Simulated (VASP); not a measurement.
Here is the system:

```yaml
crystal:
  lattice:
    - [0.00000, 2.70666, 2.70666]
    - [2.70666, 0.00000, 2.70666]
    - [2.70666, 2.70666, 0.00000]
  atoms:
    - { symbol: Li, position: [0.00000, 0.00000, 0.00000] }
    - { symbol: Br, position: [0.50000, 0.50000, 0.50000] }
```

Computed with LDA (Ceperley-Alder, Perdew-Zunger), VASP's LDA PAW potentials (set 64) (plane waves; VASP). Numerical set-up: 520 eV cut-off, 9×9×9 Γ-centred mesh, Gaussian smearing of 0.050 eV, potentials Li_sv Br.

**Question.** The job: LiBr (rock salt), 2 atoms, LDA, static run, 520 eV, 9×9×9 Γ-centred mesh. Roughly how much core time does it take on a busy server core?

**Answer.** About 7 core-seconds (one run on a shared machine, a rough figure). It had 35 irreducible k-points, 9 bands, up to 1080 plane waves and 12 electronic steps.

The compound is LiBr in the rock salt structure. This cell is one point of a volume scan, at 1.06 of the reference volume.
